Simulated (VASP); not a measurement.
These are PBE GGA, VASP's PBE PAW potentials (set 64) (plane waves; VASP) values and carry that method's errors.

The input files of a VASP run:

KPOINTS:
```
Automatic mesh
0
Gamma
6 6 6
0 0 0
```

**INCAR**
```
SYSTEM = KTaO3
PREC = Accurate
ENCUT = 620
EDIFF = 1E-6
NELM = 100
ALGO = Normal
LREAL = .FALSE.
LASPH = .TRUE.
ISMEAR = 0
SIGMA = 0.05
GGA = PE
LMAXMIX = 6
LWAVE = .FALSE.
LCHARG = .FALSE.
IBRION = 2
ISIF = 3
NSW = 40
EDIFFG = -0.02
```

File POSCAR:
```
KTaO3
1
    4.0288805204     0.0000000000     0.0000000000
    0.0000000000     4.0288805204     0.0000000000
    0.0000000000     0.0000000000     4.0288805204
K Ta O
1 1 3
Direct
  0.0000000000   0.0000000000   0.0000000000
  0.5000000000   0.5000000000   0.5000000000
  0.5000000000   0.0000000000   0.5000000000
  0.0000000000   0.5000000000   0.5000000000
  0.5000000000   0.5000000000   0.0000000000
```

POTCAR, in this order: K_sv Ta_pv O (PBE.64 set). Program: vasp_std.

The resulting files:

File OSZICAR:
```
       N       E                     dE             d eps       ncg     rms          rms(c)
DAV:   1     0.367261757146E+03    0.36726E+03   -0.23899E+04   920   0.193E+03
DAV:   2    -0.283611452387E+02   -0.39562E+03   -0.38903E+03  1131   0.477E+02
DAV:   3    -0.492311521826E+02   -0.20870E+02   -0.20824E+02  1172   0.108E+02
DAV:   4    -0.497554019364E+02   -0.52425E+00   -0.52404E+00  1619   0.147E+01
DAV:   5    -0.497582863686E+02   -0.28844E-02   -0.28844E-02  1173   0.108E+00    0.338E+01
DAV:   6    -0.412980874997E+02    0.84602E+01   -0.44553E+01  1095   0.462E+01    0.134E+01
DAV:   7    -0.411359505246E+02    0.16214E+00   -0.24343E+00  1213   0.105E+01    0.869E+00
DAV:   8    -0.410865560568E+02    0.49394E-01   -0.42168E-01  1184   0.558E+00    0.141E+00
DAV:   9    -0.410779896856E+02    0.85664E-02   -0.29740E-02  1250   0.129E+00    0.251E-01
DAV:  10    -0.410772218466E+02    0.76784E-03   -0.99741E-03  1265   0.727E-01    0.464E-02
DAV:  11    -0.410772607197E+02   -0.38873E-04   -0.49225E-04  1250   0.175E-01    0.325E-02
DAV:  12    -0.410772933098E+02   -0.32590E-04   -0.43943E-05  1353   0.549E-02    0.874E-03
DAV:  13    -0.410772936440E+02   -0.33427E-06   -0.62846E-06  1226   0.202E-02
   1 F= -.41077294E+02 E0= -.41077294E+02  d E =-.410773E+02
       N       E                     dE             d eps       ncg     rms          rms(c)
DAV:   1    -0.410792593549E+02   -0.19660E-02   -0.58932E-02  1032   0.233E+00    0.408E-01
DAV:   2    -0.410776062782E+02    0.16531E-02   -0.58816E-03  1039   0.563E-01    0.190E-01
DAV:   3    -0.410772838716E+02    0.32241E-03   -0.58325E-04  1209   0.234E-01    0.663E-02
DAV:   4    -0.410772517448E+02    0.32127E-04   -0.21771E-04  1326   0.986E-02    0.362E-02
DAV:   5    -0.410772605484E+02   -0.88037E-05   -0.15027E-05  1544   0.236E-02    0.902E-03
DAV:   6    -0.410772628962E+02   -0.23478E-05   -0.38050E-06  1266   0.133E-02    0.344E-03
DAV:   7    -0.410772633838E+02   -0.48752E-06   -0.20250E-07   663   0.322E-03
   2 F= -.41077263E+02 E0= -.41077263E+02  d E =0.302603E-04
       N       E                     dE             d eps       ncg     rms          rms(c)
DAV:   1    -0.410779536302E+02   -0.69073E-03   -0.17155E-02  1025   0.126E+00    0.221E-01
DAV:   2    -0.410774774035E+02    0.47623E-03   -0.16991E-03  1018   0.303E-01    0.103E-01
DAV:   3    -0.410773842587E+02    0.93145E-04   -0.16853E-04  1174   0.126E-01    0.361E-02
DAV:   4    -0.410773725491E+02    0.11710E-04   -0.62824E-05  1312   0.530E-02    0.196E-02
DAV:   5    -0.410773710116E+02    0.15375E-05   -0.41833E-06  1282   0.126E-02    0.489E-03
DAV:   6    -0.410773700934E+02    0.91820E-06   -0.11424E-06   772   0.743E-03
   3 F= -.41077370E+02 E0= -.41077370E+02  d E =-.764494E-04
```

File OUTCAR:
```
------------------------ aborting loop because EDIFF is reached ----------------------------------------
  FORCE on cell =-STRESS in cart. coord.  units (eV):
  Direction    XX          YY          ZZ          XY          YZ          ZX
  --------------------------------------------------------------------------------------
  Total        0.0013344      0.0013344      0.0013344      0.0000000      0.0000000     -0.0000000
  in kB        0.0327374      0.0327374      0.0327374      0.0000000      0.0000000     -0.0000000
  external PRESSURE =       0.0327374 kB  Pullay stress =       0.0000000 kB
  volume of cell :       65.30
      direct lattice vectors                 reciprocal lattice vectors
     4.026983997  0.000000000  0.000000000     0.248324801 -0.000000000 -0.000000000
     0.000000000  4.026983997  0.000000000    -0.000000000  0.248324801 -0.000000000
     0.000000000  0.000000000  4.026983997    -0.000000000 -0.000000000  0.248324801
 POSITION                                       TOTAL-FORCE (eV/Angst)
 -----------------------------------------------------------------------------------
      0.00000      0.00000      0.00000        -0.000000     -0.000000      0.000000
      2.01349      2.01349      2.01349         0.000000      0.000000      0.000000
      2.01349      0.00000      2.01349        -0.000000      0.000000      0.000000
      0.00000      2.01349      2.01349         0.000000      0.000000      0.000000
      2.01349      2.01349      0.00000        -0.000000     -0.000000      0.000000
 -----------------------------------------------------------------------------------
    total drift:                                0.000000      0.000000      0.000000
  FREE ENERGIE OF THE ION-ELECTRON SYSTEM (eV)
  ---------------------------------------------------
  free  energy   TOTEN  =       -41.0773700934 eV

  energy  without entropy=      -41.0773700934  energy(sigma->0) =      -41.07737009

 reached required accuracy - stopping structural energy minimisation
```
(Selected blocks of OUTCAR.)

### CONTCAR
```
KTaO3
   1.00000000000000
     4.0269839971386183    0.0000000000000000    0.0000000000000000
     0.0000000000000000    4.0269839971386183    0.0000000000000000
     0.0000000000000000    0.0000000000000000    4.0269839971386183
  K               Ta              O
     1     1     3
Direct
     0.0000000000000000    0.0000000000000000    0.0000000000000000
     0.5000000000000000    0.5000000000000000    0.5000000000000000
     0.5000000000000000    0.0000000000000000    0.5000000000000000
     0.0000000000000000    0.5000000000000000    0.5000000000000000
     0.5000000000000000    0.5000000000000000    0.0000000000000000
```

File OUTCAR:
```
 val. band max:        1.6040332301   @ k =   0.5000   0.5000   0.5000

 cond. band min:       3.7161567068   @ k =   0.0000   0.0000   0.0000


 Fermi energy:         1.9369095555

 k-point     1 :       0.0000    0.0000    0.0000
  band No.  band energies     occupation
      1     -32.6506      2.00000
      2     -32.6506      2.00000
      3     -32.6506      2.00000
      4     -25.7422      2.00000
      5     -15.8420      2.00000
      6     -15.1452      2.00000
      7     -15.1452      2.00000
      8      -9.2848      2.00000
      9      -9.2848      2.00000
     10      -9.2848      2.00000
     11      -0.8302      2.00000
     12      -0.8302      2.00000
     13      -0.8302      2.00000
     14       0.5890      2.00000
     15       0.5890      2.00000
     16       0.5890      2.00000
     17       0.9727      2.00000
     18       0.9727      2.00000
     19       0.9727      2.00000
     20       3.7162      0.00000
     21       3.7162      0.00000
     22       3.7162      0.00000
     23       8.0016      0.00000

 k-point     2 :       0.1667    0.0000    0.0000
  band No.  band energies     occupation
      1     -32.6704      2.00000
      2     -32.6499      2.00000
      3     -32.6499      2.00000
      4     -25.7363      2.00000
      5     -15.7736      2.00000
      6     -15.1400      2.00000
      7     -15.0068      2.00000
      8      -9.2761      2.00000
      9      -9.2761      2.00000
     10      -9.2535      2.00000
     11      -1.4928      2.00000
     12      -0.8515      2.00000
     13      -0.8515      2.00000
     14       0.1977      2.00000
     15       0.1977      2.00000
     16       0.3351      2.00000
     17       0.4757      2.00000
     18       0.8650      2.00000
     19       0.8650      2.00000
     20       3.7513      0.00000
     21       4.4799      0.00000
     22       4.4799      0.00000
     23       8.3207      0.00000

 k-point     3 :       0.3333    0.0000    0.0000
...
```

Unless said otherwise, spin-orbit coupling is left out, though it shifts the bands of the heavy elements here.

The compound is KTaO3 in the cubic perovskite structure. This run relaxes it. Symmetry was kept, so distortions that lower it aren't found.
